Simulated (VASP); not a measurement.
VASP runs on ZrO$_{2}$ (space group Fm-3m) share one base input (PBE GGA, plane waves, VASP's PBE PAW potentials (set 64)) and change the settings named in each case.

**INCAR**
```
LWAVE = .FALSE.
ENCUT = 400
PREC = Accurate
ISIF = 2   ! forces and stress, cell fixed
SYSTEM = ZrO2
LREAL = .FALSE.
LASPH = .TRUE.   ! aspherical one-centre terms
ALGO = Normal   ! blocked Davidson
ISMEAR = -1
NELM = 100
EDIFF = 1E-6
LCHARG = .FALSE.
LMAXMIX = 4
GGA = PE
SIGMA = 0.05   ! width (eV)
```

KPOINTS:
```
K-points
0
G
  6 6 6
0 0 0
```

File POSCAR:
```
ZrO2
1
    0.0000000000     2.5747760000     2.5747760000
    2.5747760000     0.0000000000     2.5747760000
    2.5747760000     2.5747760000     0.0000000000
Zr O
1 2
Direct
  0.0000000000   0.0000000000   0.0000000000
  0.2500000000   0.2500000000   0.2500000000
  0.7500000000   0.7500000000   0.7500000000
```

POTCAR, in this order: Zr_sv O (PBE.64 set). Program: vasp_std.

```json
[
 {"change": "base run", "E(σ→0) (eV/atom)": "-9.5323", "pressure (GPa)": "-10.03", "gap on the mesh (eV)": "3.27"},
 {"change": "GGA = PS", "E(σ→0) (eV/atom)": "-9.9663", "pressure (GPa)": "-17.08", "gap on the mesh (eV)": "3.20"},
 {"change": "GGA_COMPAT = .FALSE., LNONCOLLINEAR = .TRUE., LSORBIT = .TRUE., MAGMOM = 0.0 0.0 0.0 0.0 0.0 0.0 0.0 0.0 0.0, program vasp_ncl", "E(σ→0) (eV/atom)": "-9.5545", "pressure (GPa)": "-10.04", "gap on the mesh (eV)": "3.26"},
 {"change": "KPOINTS 2×2×2 Γ-centred mesh", "E(σ→0) (eV/atom)": "-9.3572", "pressure (GPa)": "-6.42", "gap on the mesh (eV)": "2.99"},
 {"change": "LDAU = .TRUE., LDAUJ = 0 0, LDAUL = 2 -1, LDAUTYPE = 2, LDAUU = 1.0 0", "E(σ→0) (eV/atom)": "-9.3523", "pressure (GPa)": "-8.02", "gap on the mesh (eV)": "3.48"}
]
```
 Energies of different potentials or functionals have different zeros.  At 400 eV the pressure can carry a Pulay error.

Left out are runs that ran out of time, are held back, or changed the cell or the kind of run, fixed moments of cells without a moment, rows past the twelfth, gaps on odd meshes, pressures of charged cells and columns that move by less than the noise.

The structure is a typed ZrO2 crystal (Fm-3m). The cell was not relaxed at this level, its lattice was scaled by up to 2.5 %.
